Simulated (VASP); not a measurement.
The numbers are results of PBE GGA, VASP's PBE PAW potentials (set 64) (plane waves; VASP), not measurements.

A VASP calculation is set up with these files.

### POSCAR
```
Hf
3.2292880
  0.4816872945  -0.8763430205   0.0000000000
  0.4816872945   0.8763430205   0.0000000000
  0.0000000000   0.0000000000   1.5683218716
Hf
2
direct
  0.3333330000   0.6666670000   0.2500000000
  0.6859900000   0.3526560000   0.7500000000
```

### INCAR
```
LREAL = .FALSE.   # projection in real space or not
EDIFF = 1E-6   # SCF stop (eV)
ISIF = 2   # forces and stress, cell fixed
ALGO = Normal   # blocked Davidson
ENCUT = 575
GGA = PE   # PBE
LWAVE = .FALSE.
PREC = Accurate
ISMEAR = 1   # Methfessel-Paxton
SYSTEM = Hf
LMAXMIX = 6
NELM = 100   # most electronic steps
LASPH = .TRUE.
SIGMA = 0.1   # width (eV)
LCHARG = .FALSE.
```

**KPOINTS**
```
Automatic
0
G
12 12 7
```

POTCAR, in this order: Hf_pv (PBE.64 set). Program: vasp_std.

Unless said otherwise, spin-orbit coupling is left out, though it shifts the bands of the heavy elements here.

Problem. What does the run give for the energy per atom (σ→0), largest force, band gap (on the k-mesh)?

Solution. 
- energy per atom (σ→0): -9.911 eV/atom
- band gap (on the k-mesh): none (metal, semimetal or under 0.01 eV)
- largest force: 0.184 eV/Å

OSZICAR:
```
...
DAV:   6    -0.200109830862E+02    0.51874E+00   -0.50067E-01  8870   0.548E+00    0.386E+01
DAV:   7    -0.198304367594E+02    0.18055E+00   -0.83340E-01  8976   0.677E+00    0.196E+00
DAV:   8    -0.198208622427E+02    0.95745E-02   -0.55263E-02  9368   0.180E+00    0.266E-01
DAV:   9    -0.198209605803E+02   -0.98338E-04   -0.11450E-03 11606   0.273E-01    0.211E-01
DAV:  10    -0.198209488884E+02    0.11692E-04   -0.58214E-05  9616   0.617E-02    0.276E-01
DAV:  11    -0.198209513319E+02   -0.24435E-05   -0.79072E-06 10802   0.239E-02    0.146E-02
DAV:  12    -0.198209516418E+02   -0.30992E-06   -0.52178E-07  6490   0.604E-03
   1 F= -.19820952E+02 E0= -.19821144E+02  d E =0.577403E-03
```

The compound is Hf in the hcp structure. The cell was not relaxed at this level, atoms are displaced from their ideal sites. The run is one of a series of settings (ENCUT = 575 against the base run), some of them coarse on purpose.
